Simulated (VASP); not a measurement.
VASP ran on this input.

### POSCAR
```
HfB2
1
    1.6014000000    -2.7737060000     0.0000000000
    1.6014000000     2.7737060000     0.0000000000
    0.0000000000     0.0000000000     3.5496000000
Hf B
1 2
Direct
  0.0000000000   0.0000000000   0.0000000000
  0.3333330000   0.6666670000   0.5000000000
  0.6666670000   0.3333330000   0.5000000000
```

### KPOINTS
```
Automatic mesh
0
Gamma
2 2 2
0 0 0
```

INCAR:
```
SYSTEM = HfB2
PREC = Accurate
ENCUT = 520
EDIFF = 1E-6
NELM = 100
ALGO = Normal
LREAL = .FALSE.
LASPH = .TRUE.
ISMEAR = 0
SIGMA = 0.001
GGA = PE
LMAXMIX = 6
LWAVE = .FALSE.
LCHARG = .FALSE.
ISIF = 2
```

POTCAR, in this order: Hf_pv B (PBE.64 set). Program: vasp_std.

Output of the run:

### standard output
```
 POSCAR found type information on POSCAR HfB
 POSCAR found :  2 types and       3 ions
 Reading from existing POTCAR
 Reading from existing POTCAR
 LDA part: xc-table for (Slater+PW92), standard interpolation
 POSCAR, INCAR and KPOINTS ok, starting setup
 WAVECAR not read
 entering main loop
       N       E                     dE             d eps       ncg     rms          rms(c)
DAV:   1     0.267996532977E+02    0.26800E+02   -0.81901E+03    96   0.125E+03
DAV:   2    -0.270329192708E+02   -0.53833E+02   -0.49464E+02   128   0.232E+02
DAV:   3    -0.285253375501E+02   -0.14924E+01   -0.14762E+01   124   0.291E+01
DAV:   4    -0.285362403616E+02   -0.10903E-01   -0.10825E-01   108   0.271E+00
DAV:   5    -0.285365026494E+02   -0.26229E-03   -0.22619E-03   128   0.259E-01    0.448E+01
DAV:   6    -0.259617389950E+02    0.25748E+01   -0.56161E+00   112   0.149E+01    0.353E+01
DAV:   7    -0.258541918940E+02    0.10755E+00   -0.27645E+00   108   0.989E+00    0.151E+01
DAV:   8    -0.257924240761E+02    0.61768E-01   -0.67253E-01   100   0.519E+00    0.224E+00
DAV:   9    -0.257843546898E+02    0.80694E-02   -0.50316E-02   108   0.148E+00    0.304E-01
DAV:  10    -0.257844681821E+02   -0.11349E-03   -0.13654E-03   116   0.311E-01    0.263E-01
DAV:  11    -0.257844388373E+02    0.29345E-04   -0.14440E-04   108   0.801E-02    0.963E-02
DAV:  12    -0.257844394104E+02   -0.57312E-06   -0.91876E-06   120   0.241E-02
   1 F= -.25784439E+02 E0= -.25784369E+02  d E =-.140987E-03
```

File OUTCAR:
```
------------------------ aborting loop because EDIFF is reached ----------------------------------------
  FORCE on cell =-STRESS in cart. coord.  units (eV):
  Direction    XX          YY          ZZ          XY          YZ          ZX
  --------------------------------------------------------------------------------------
  Total       -1.7054163     -1.7054161     -4.0656177      0.0000000     -0.0000000     -0.0000000
  in kB      -86.6505535    -86.6505433   -206.5700979      0.0000000     -0.0000000     -0.0000000
  external PRESSURE =    -126.6237316 kB  Pullay stress =       0.0000000 kB
  volume of cell :       31.53
      direct lattice vectors                 reciprocal lattice vectors
     1.601400000 -2.773706000  0.000000000     0.312226802 -0.180264239  0.000000000
     1.601400000  2.773706000  0.000000000     0.312226802  0.180264239  0.000000000
     0.000000000  0.000000000  3.549600000     0.000000000  0.000000000  0.281721884
 POSITION                                       TOTAL-FORCE (eV/Angst)
 -----------------------------------------------------------------------------------
      0.00000      0.00000      0.00000        -0.000000      0.000000      0.000000
      1.60140      0.92457      1.77480        -0.000000      0.000000      0.000000
      1.60140     -0.92457      1.77480         0.000000     -0.000000      0.000000
 -----------------------------------------------------------------------------------
    total drift:                                0.000000     -0.000000      0.000000
  FREE ENERGIE OF THE ION-ELECTRON SYSTEM (eV)
  ---------------------------------------------------
  free  energy   TOTEN  =       -25.7844394104 eV

  energy  without entropy=      -25.7842984238  energy(sigma->0) =      -25.78436892
```
(Selected blocks of OUTCAR.)

Task: The run ends quietly. Is anything wrong with it?

Result: The cause: a metal was run with a tiny SIGMA on a coarse mesh. The run ends without an error. Against the sound run, the energy per atom (σ→0) increases by 0.181 eV/atom; the pressure falls by 0.01 GPa. To mend it, set ISMEAR = 1, set SIGMA = 0.1, correct KPOINTS.
KPOINTS:
```
Automatic mesh
0
Gamma
8 8 7
0 0 0
```
The mended run (PBE GGA, plane waves, VASP's PBE PAW potentials (set 64)) converges, and its OSZICAR ends with
```
   1 F= -.26328095E+02 E0= -.26327962E+02  d E =-.398337E-03
```

The compound is HfB2 in the AlB2 type structure. The cell was not relaxed at this level.
